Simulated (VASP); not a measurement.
# Wall time of one PBE run on the model cell Mg3SbAs with different VASP solvers and mixing settings

The quantity calculated is the wall time of one self-consistent PBE run on a five-atom model cell of Mg3SbAs, for eight choices of electronic solver or density mixing. The reference is the run with ALGO = Normal, which takes 18.2 s. The question is how far these choices change the time, and whether the number of SCF cycles accounts for the change. It matters because the same choice is repeated in every step of a relaxation or a screening study. All eight runs end in the same insulating state with a small indirect gap, and their energies agree to the printed 0.000 meV/atom, so only the path to convergence differs.

## How the numbers were made

A model structure made by substituting elements in a known one; it need not exist. VASP 6.6.1, plane waves with PAW, PBE, 5 atoms at fixed positions without symmetry, no spin polarisation, no spin-orbit coupling. Held fixed: cutoff 400 eV, k mesh 5×5×3, ISMEAR = -1, SIGMA = 0.05 eV and 2 MPI ranks. Each row is named by the tags or value that set it apart; differences are taken from the run 'ALGO = Normal'. All ran on Intel(R) Xeon(R) 6975P-C (Granite Rapids), shared with other work, so times are rough. The same in all rows: energy per atom extrapolated to zero smearing, less that of the reference (ALGO = Normal): 0.000 meV/atom.

Notes on method and selection:

- Runs that did not converge, have known faults or may not be shown are not listed, and runs on Ansatz's PAW sets soft_1 and soft_2 are kept to separate tables.

Columns:

- cycles: SCF cycles.

Input lines of one member:

```
PREC = Accurate
ENCUT = 400
EDIFF = 1E-06
NELM = 100
ISMEAR = -1
SIGMA = 0.05
LREAL = .FALSE.
ALGO = Normal
GGA = PE
NBANDS = 14
LORBIT = 11
KPAR = 2
ISIF = 2
```

Command (options for logging and memory left out): `mpirun -np 2 vasp_std`

## The series

| member | cycles | wall time (s) |
| --- | --- | --- |
| IMIX = 1, AMIX = 0.2 | 35 | 39.0 |
| ALGO = Damped | 22 | 24.0 |
| ALGO = VeryFast | 20 | 24.0 |
| AMIX = 0.1, BMIX = 0.01 | 17 | 24.0 |
| ALGO = Normal | 14 | 18.2 |
| ALGO = Fast | 14 | 17.8 |
| AMIX = 0.8 | 13 | 17.8 |
| ALGO = All | 14 | 17.2 |

## Why the values move as they do

Four runs need 13 or 14 cycles and take 17.2 to 18.2 s. Three need 17 to 22 cycles and take 24.0 s each. Plain mixing (IMIX = 1, AMIX = 0.2) needs 35 cycles and 39.0 s. On shared hosts only this last run stands clearly apart from the fastest four, by a factor of at least 39.0 / 18.2 = 2.14.

The simplest model rests on two assumptions. First, some work is done once per run, such as the set-up and the final forces and stress; it takes a time t₀. Second, every cycle handles the same plane waves, bands and k points, and so takes the same time c, whatever the solver. For N cycles the wall time is then

t = t₀ + c·N.

N is read from the table, which leaves two parameters.

The size of N under plain mixing can be estimated. If a fraction A of the density residual is added in each cycle, and screening and the Kerker damping are ignored, the density error shrinks by q = 1 − A per cycle. The energy error goes as the square of the density error, so a starting error E₀ falls to EDIFF after

N ≈ ln(E₀/EDIFF) / (2 ln(1/q)).

With A = 0.2, EDIFF = 10⁻⁶ eV and E₀ taken roughly as 1 eV, ln(E₀/EDIFF) is roughly 14 and ln(1/0.8) roughly 0.22, which gives 14 / (2 × 0.22) ≈ 32 cycles, the right size for the 35 observed.

The default mixer instead combines the residuals of earlier cycles and so learns how the density responds. The first step then matters much less: AMIX = 0.8 needs 13 cycles, and AMIX = 0.1 with BMIX = 0.01 needs 17.

The 20 cycles of ALGO = VeryFast have another likely cause. By default VASP holds the density fixed for roughly twelve cycles at the start with this solver, against roughly five with ALGO = Normal.

## Testing the model

The line is fixed on ALGO = Normal (14 cycles, 18.2 s) and IMIX = 1, AMIX = 0.2 (35 cycles, 39.0 s). These two share the solver and differ only in the mixing.

c = (39.0 − 18.2) / (35 − 14) = 20.8 / 21 = 0.99 s per cycle

t₀ = 18.2 − 14 × 0.99 = 4.34 s

Four other members follow from their cycle counts:

- AMIX = 0.8: 4.34 + 13 × 0.99 = 17.2 s; the table has 17.8 s.
- AMIX = 0.1, BMIX = 0.01: 4.34 + 17 × 0.99 = 21.2 s; the table has 24.0 s.
- ALGO = VeryFast: 4.34 + 20 × 0.99 = 24.1 s; the table has 24.0 s.
- ALGO = Damped: 4.34 + 22 × 0.99 = 26.1 s; the table has 24.0 s.

ALGO = Fast and ALGO = All also need 14 cycles, so the model gives both the 18.2 s of the reference; the table has 17.8 s and 17.2 s.

Over the six members not used to fix the line, the mean absolute miss is (0.6 + 2.8 + 0.1 + 2.1 + 0.4 + 1.0) / 6 = 1.2 s. The same six times scatter about their own mean of 20.8 s by (3.0 + 3.2 + 3.2 + 3.2 + 3.0 + 3.6) / 6 = 3.2 s on average. The cycle count thus does better than the mean, but the test is a mild one, because these six times span only a factor of 24.0 / 17.2 = 1.40.

## Departures from the trend

The largest departure, table minus model, is 24.0 − 21.2 = 2.8 s for AMIX = 0.1, BMIX = 0.01. This run uses the same solver as both members that fix the line, so a different solver cost cannot be the reason. The assumption most likely to fail here is that a second of wall time buys the same amount of work in every run, since other jobs shared the hosts.

The next largest is −2.1 s for ALGO = Damped. A damped step may well be cheaper than a Davidson step, which would break the assumption of one c for all solvers and has the right sign. However, ALGO = VeryFast, which should also have cheap cycles, departs by only −0.1 s, and the Damped departure is smaller than the one found without any change of solver. These times therefore give no reliable cost per cycle for each solver. The runs with 17, 20 and 22 cycles all take 24.0 s, so within this group the cycle count explains nothing; the model only separates the group from the faster runs and from plain mixing.

## What to take away

For this small insulating cell, between 13 and 35 cycles, the wall time follows the cycle count to within about 3 s. The one clear loss of time comes from plain mixing; the other settings are too close to rank by time. Runs that did not converge are not listed, so the table does not show which settings are robust.

Two effects left out would lengthen a run by more than the table's whole spread, a factor of 39.0 / 17.2 = 2.27. A hybrid functional must evaluate exchange between pairs of bands and often costs roughly ten times as much or more. Doubling the number of atoms at the same k mesh doubles both the bands and the plane waves, so each cycle has roughly 2 × 2 = 4 times the work.

[Logs are printed without paths, hosts, clocks, repeated set-up lines and the standing remarks that a program may print on its own settings, such as how far it seeks lower states.]
